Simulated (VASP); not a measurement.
Shape and ions are relaxed at each volume.

Consider the following.

```yaml
crystal:
  lattice:
    - [1.51646, -2.62659, 0.00000]
    - [1.51646, 2.62659, 0.00000]
    - [0.00000, 0.00000, 3.22610]
  atoms:
    - { symbol: Ti, position: [0.00000, 0.00000, 0.00000] }
    - { symbol: B, position: [0.33333, 0.66667, 0.50000] }
    - { symbol: B, position: [0.66667, 0.33333, 0.50000] }
```

Level of theory: PBE GGA, VASP's PBE PAW potentials (set 64) (plane waves; VASP 6.6.1). Numerical set-up: 520 eV cut-off, 12×12×10 Γ-centred mesh, first-order Methfessel-Paxton smearing of 0.10 eV, potentials Ti_sv B.

Task: Give the energy at these volumes per atom, relative to the lowest: 8.05, 8.30, 8.56, 8.82, 9.07 Å³.

Result: 27.1, 6.6, 0.0, 5.5, 21.4 meV/atom. A third-order Birch-Murnaghan fit gives B0 = 250 GPa and B0′ = 3.9.

Measured: bulk modulus 240 GPa (computed value off by +4.0 %), as given by Synthesis of Binary Transition Metal Nitrides, Carbides and Borides from the Elements in the Laser-Heated Diamond …. The calculation is for a static lattice, while the measured bulk modulus holds thermal and zero-point effects, which are part of the difference.

The compound is TiB2 in the AlB2 type structure. It was relaxed first.
